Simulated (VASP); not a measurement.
A cell of Er (hcp) near equilibrium:

```xyz
2
Lattice="1.7903 -3.1009 0.0000 1.7903 3.1009 0.0000 0.0000 0.0000 5.5369" Properties=species:S:1:pos:R:3 pbc="T T T"
Er     1.7903     1.0336     1.3842
Er     1.7903    -1.0336     4.1527
```

Level of theory: r2SCAN meta-GGA, VASP's PBE PAW potentials (set 64) (plane waves; VASP 6.6.1).

The 4f electrons are frozen in the core of the lanthanide potential, so 4f levels, which can set the real gap, and their magnetism are missing.

```
run               ΔE (meV/atom)   σxx   σyy    σzz  largest shear component, with its sign (GPa)  largest force (eV/Å)
----------------  -------------  ----  ----  -----  --------------------------------------------  --------------------
as it is                    0.0  0.14  0.14  -0.06                                          0.00                 0.000
after one change           27.0  0.21  0.21   0.57                                          0.00                 0.719
```
Stress is in GPa, positive when the cell is compressed.

What was changed between the two runs?
(A) uniaxial strain of -2.0 % along z
(B) uniaxial strain of +0.5 % along x
(C) isotropic strain of -2.0 %
(D) atom 2 (Er) moved by 0.150 Å along z

D, atom 2 (Er) moved by 0.150 Å along z

The compound is Er in the hcp structure.
